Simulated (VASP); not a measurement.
VASP input:

**KPOINTS**
```
Automatic mesh
0
Gamma
7 7 7
0 0 0
```

File POSCAR:
```
FeP
1
    1.7564950000     1.0141130000     3.0062330000
   -1.7564950000     1.0141130000     3.0062330000
    0.0000000000    -2.0282260000     3.0062330000
Fe P
1 1
Direct
  0.7624000000   0.7624000000   0.7624000000
  0.2376000000   0.2376000000   0.2376000000
```

INCAR:
```
SYSTEM = FeP
PREC = Accurate
ENCUT = 400
EDIFF = 1E-6
NELM = 100
ALGO = Normal
LREAL = .FALSE.
LASPH = .TRUE.
ISMEAR = 0
SIGMA = 0.05
GGA = PE
LMAXMIX = 4
ISPIN = 2
MAGMOM = 4.0 0.0
LORBIT = 10
LWAVE = .FALSE.
LCHARG = .FALSE.
ISIF = 2
```

POTCAR, in this order: Fe P (PBE.64 set). Program: vasp_gam.

Problem. What happens when VASP runs on this input?

Solution. There is a fault: the Γ-only program was given a k-mesh. VASP stops with an error: You are using the Gamma-point-only version with more than one k-point or some other non-Gamma k-point. ----> I REFUSE TO CONTINUE WITH THIS SICK JOB ... BYE!!! <----

standard output:
```
 POSCAR found type information on POSCAR FeP
 POSCAR found :  2 types and       2 ions
 Reading from existing POTCAR
 Reading from existing POTCAR
 LDA part: xc-table for (Slater+PW92), standard interpolation

 -----------------------------------------------------------------------------
|                                                                             |
|     EEEEEEE  RRRRRR   RRRRRR   OOOOOOO  RRRRRR      ###     ###     ###     |
|     E        R     R  R     R  O     O  R     R     ###     ###     ###     |
|     E        R     R  R     R  O     O  R     R     ###     ###     ###     |
|     EEEEE    RRRRRR   RRRRRR   O     O  RRRRRR       #       #       #      |
|     E        R   R    R   R    O     O  R   R                               |
|     E        R    R   R    R   O     O  R    R      ###     ###     ###     |
|     EEEEEEE  R     R  R     R  OOOOOOO  R     R     ###     ###     ###     |
|                                                                             |
|     You are using the Gamma-point-only version with more than one           |
|     k-point or some other non-Gamma k-point.                                |
|                                                                             |
|       ---->  I REFUSE TO CONTINUE WITH THIS SICK JOB ... BYE!!! <----       |
|                                                                             |
 -----------------------------------------------------------------------------
```

To mend it, run vasp_std.

The mended run (PBE GGA, plane waves, VASP's PBE PAW potentials (set 64)) converges, and its OSZICAR ends with
```
   1 F= -.13240482E+02 E0= -.13239399E+02  d E =-.216564E-02  mag=     2.5897
```

The structure was generated: FeP was put into the alpha-GeTe type (R3m), which need not be its known phase. The cell was not relaxed at this level.
